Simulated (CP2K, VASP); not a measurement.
The input files of a VASP run:

POSCAR:
```
O2
1
    4.0441800000     0.0000000000     0.0000000000
    0.0000000000     4.0441800000     0.0000000000
    0.0000000000     0.0000000000     8.7832700000
O
8
Direct
  0.5491420000   0.3549530000   0.5308820000
  0.1373370000   0.0554000000   0.7806790000
  0.4435110000   0.6354630000   0.0307570000
  0.8601440000   0.9532030000   0.2786920000
  0.0577670000   0.1337550000   0.2175640000
  0.6319150000   0.4400470000   0.9711160000
  0.9496310000   0.8647490000   0.7229580000
  0.3705540000   0.5624300000   0.4673520000
```

### INCAR
```
ALGO = Normal
EDIFF = 1E-6
ENCUT = 400
GGA = PS
ISIF = 2
ISMEAR = -1
LASPH = .True.
LCHARG = .False.
LREAL = .False.
LWAVE = .False.
NELM = 100
PREC = Accurate
SIGMA = 0.02
SYSTEM = O2
```

### KPOINTS
```
Automatic mesh
0
Gamma
6 6 3
0 0 0
```

POTCAR, in this order: O (PBE.64 set). Program: vasp_std.

### Question
Translate it to CP2K.

### Answer
One input that does it (PBEsol, GPW, DZVP-MOLOPT-SR-GTH basis, GTH-PBE potentials (GTH_POTENTIALS)):
```
&GLOBAL
  PROJECT calc
  RUN_TYPE ENERGY_FORCE
  PRINT_LEVEL MEDIUM
&END GLOBAL
&FORCE_EVAL
  METHOD Quickstep
  STRESS_TENSOR ANALYTICAL
  &DFT
    BASIS_SET_FILE_NAME BASIS_MOLOPT
    POTENTIAL_FILE_NAME GTH_POTENTIALS
    &QS
      METHOD GPW
      EPS_DEFAULT 1E-10
    &END QS
    &MGRID
      CUTOFF 450
      REL_CUTOFF 50
      NGRIDS 4
    &END MGRID
    &SCF
      SCF_GUESS ATOMIC
      EPS_SCF 1E-7
      MAX_SCF 100
      ADDED_MOS 9
      &DIAGONALIZATION
        ALGORITHM STANDARD
      &END DIAGONALIZATION
      &MIXING
        METHOD BROYDEN_MIXING
        ALPHA 0.2
        NBUFFER 8
        BETA 1.5
      &END MIXING
      &SMEAR ON
        METHOD FERMI_DIRAC
        ELECTRONIC_TEMPERATURE [K] 232.09
      &END SMEAR
    &END SCF
    &KPOINTS
      SCHEME MONKHORST-PACK 6 6 3
      GAMMA_CENTERED T
    &END KPOINTS
    &XC
      &XC_FUNCTIONAL
        &PBE
          PARAMETRIZATION PBESOL
        &END PBE
      &END XC_FUNCTIONAL
    &END XC
    &PRINT
      &MO
        EIGENVALUES T
        OCCUPATION_NUMBERS T
        NDIGITS 8
        FILENAME mo
        &EACH
          QS_SCF 0
        &END EACH
        ADD_LAST NUMERIC
      &END MO
      &MULLIKEN ON
      &END MULLIKEN
    &END PRINT
  &END DFT
  &SUBSYS
    &CELL
      A 4.04418000 0.00000000 0.00000000
      B 0.00000000 4.04418000 0.00000000
      C 0.00000000 0.00000000 8.78327000
      PERIODIC XYZ
    &END CELL
    &COORD
      O        2.22082909     1.43549382     4.66287994
      O        0.55541555     0.22404757     6.85691444
      O        1.79363832     2.56992676     0.27014704
      O        3.47857716     3.85492451     2.44782708
      O        0.23362015     0.54092930     1.91092335
      O        2.55557800     1.77962928     8.52957403
      O        3.84047870     3.49720061     6.34993531
      O        1.49858708     2.27456816     4.10487880
    &END COORD
    &KIND O
      BASIS_SET DZVP-MOLOPT-SR-GTH-q6
      POTENTIAL GTH-PBE-q6
    &END KIND
  &END SUBSYS
  &PRINT
    &FORCES ON
    &END FORCES
    &STRESS_TENSOR ON
    &END STRESS_TENSOR
  &END PRINT
&END FORCE_EVAL
```
The two runs describe the same crystal, functional and task. Each code takes its own potentials, basis and convergence tests.

The structure comes from a computed database's O2 entry; how it stands against other phases isn't given here. The cell was not relaxed at this level, atoms are displaced from their ideal sites, and it may have been scaled.
